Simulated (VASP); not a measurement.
**Si: optical spectrum with LDA**

Crystal: Si.

```
CELL_PARAMETERS angstrom
0.00000 2.70142 2.70142
2.70142 0.00000 2.70142
2.70142 2.70142 0.00000
ATOMIC_POSITIONS crystal
Si 0.75000 0.75000 0.75000
Si 0.50000 0.50000 0.50000
```

```json
{
  "Program": "VASP 6.6.1",
  "Task": "optical spectrum",
  "Functional": "LDA",
  "Potentials or basis": "VASP PAW LDA potentials, release 64 (Si)",
  "Cutoff": "520 eV",
  "k mesh": "16 × 16 × 16",
  "Occupations": "gaussian, width 0.02 eV",
  "Spin": "no spin polarisation",
  "Further INCAR settings": "ALGO = Normal; EDIFF = 1e-07; NBANDS = 28"
}
```

```
Pressure               : 0.0 GPa
Band gap on the k mesh : 0.45 eV, indirect (least direct gap 2.53 eV)
```

Levels at points of the mesh, in eV from the valence-band top:
| k point | band 2 | band 3 | band 4 | band 5 | band 6 | band 7 |
| --- | --- | --- | --- | --- | --- | --- |
| (0.00, 0.00, 0.00) | 0.00 | 0.00 | 0.00 | 2.53 | 2.53 | 2.53 |
| (0.50, 0.00, 0.00) | -7.06 | -1.21 | -1.21 | 1.48 | 3.29 | 3.29 |
| (0.50, 0.50, 0.00) | -7.86 | -2.89 | -2.89 | 0.58 | 0.58 | 10.11 |

Dielectric function (mean over the directions given):
```tsv
energy (eV)	real part	imaginary part
0.26	14.14	0.05
1.28	15.88	0.33
2.30	23.96	1.97
3.33	27.59	29.36
4.35	-16.82	20.40
5.37	-9.01	14.11
6.40	-6.67	4.09
7.50	-3.87	2.38
8.53	-3.45	1.57
9.55	-2.45	1.11
10.57	-1.49	0.60
11.60	-1.25	0.43
12.62	-0.76	0.50
13.73	-0.48	0.26
14.75	-0.31	0.27
15.77	-0.16	0.14
16.80	0.00	0.14
17.82	0.11	0.09
18.84	0.23	0.08
19.95	0.31	0.05
```

It took 61 s on 1 thread of Intel(R) Xeon(R) Platinum 8488C (Sapphire Rapids), on a shared host, peak memory 0.25 GiB.

Caveat: independent-particle spectra lack excitons. A k mesh can miss the band edges.
